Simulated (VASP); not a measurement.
```yaml
crystal:
  lattice:
    - [-2.09422, 2.09422, 4.28286]
    - [2.09422, -2.09422, 4.28286]
    - [2.09422, 2.09422, -4.28286]
  atoms:
    - { symbol: Sb, position: [0.00000, 0.00000, 0.00000] }
    - { symbol: Au, position: [0.75000, 0.25000, 0.50000] }
    - { symbol: Au, position: [0.25000, 0.75000, 0.50000] }
    - { symbol: Au, position: [0.50000, 0.50000, 0.00000] }
```

Level of theory: PBEsol GGA, VASP's PBE PAW potentials (set 64) (plane waves; VASP 6.6.1). Numerical set-up: 400 eV cut-off, 12×12×12 Γ-centred mesh, tetrahedra with Blöchl corrections, potentials Sb Au.

Unless said otherwise, spin-orbit coupling is left out, though it shifts the bands of the heavy elements here.

Task: What does the run give for the energy per atom (σ→0), band gap (on the k-mesh) with the smallest direct gap where there is one?

Result: 
```json
{
 "band gap (on the k-mesh)": "none (metal, semimetal or under 0.01 eV)",
 "energy per atom (σ→0)": "-4.032 eV/atom"
}
```

Total energies compare only between runs with the same potentials, cut-off and functional.

The structure comes from a computed database's SbAu3 entry (I4/mmm); how it stands against other phases isn't given here. It was relaxed first, which changed the volume by -6 %.
